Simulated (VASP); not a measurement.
The system is GaSb.

```
Ga Sb
1.0
     0.00000    3.06860    3.06860
     3.06860    0.00000    3.06860
     3.06860    3.06860    0.00000
Ga Sb
1 1
Direct
  0.00000 0.00000 0.00000
  0.25000 0.25000 0.25000
```

The cell is a database's computed one.

```yaml
Program: VASP 6.6.1
Task: relaxation of cell and atoms
Functional: RPBE
Potentials_or_basis: VASP PAW PBE potentials, release 64 (Ga_d, Sb)
Cutoff: 600 eV
k_mesh: 12 × 12 × 12
Occupations: gaussian, width 0.1 eV
Spin: no spin polarisation
```

At the start: pressure 3.4 GPa; volume 28.89 Å³/atom.

Task: Where does the relaxation end?

Result: Over 3 steps the energy falls by 21.5 meV/atom and the volume is 31.04 Å³/atom (+7.4 %); space group F-43m (No. 216, to 0.05 Å).

Step by step:
| step | energy change (eV) | largest force (eV/Å) | pressure (GPa) | volume (Å³) |
| --- | --- | --- | --- | --- |
| 1 | 0.0000 | 0.0000 | 3.42 | 57.79 |
| 2 | -0.0410 | 0.0000 | -0.62 | 63.11 |
| 3 | -0.0430 | 0.0000 | 0.01 | 62.09 |

Final structure:
```cif
data_structure
_symmetry_space_group_name_H-M 'P 1'
_symmetry_Int_Tables_number 1
_cell_length_a 4.4447
_cell_length_b 4.4447
_cell_length_c 4.4447
_cell_angle_alpha 60.000
_cell_angle_beta 60.000
_cell_angle_gamma 60.000
_cell_volume 62.09
loop_
_atom_site_label
_atom_site_type_symbol
_atom_site_fract_x
_atom_site_fract_y
_atom_site_fract_z
_atom_site_occupancy
Ga1 Ga 0.00000 0.00000 0.00000 1
Sb1 Sb 0.25000 0.25000 0.25000 1
```

Caveat: the PAW data sets were made with another functional, which shifts forces and pressure a little.
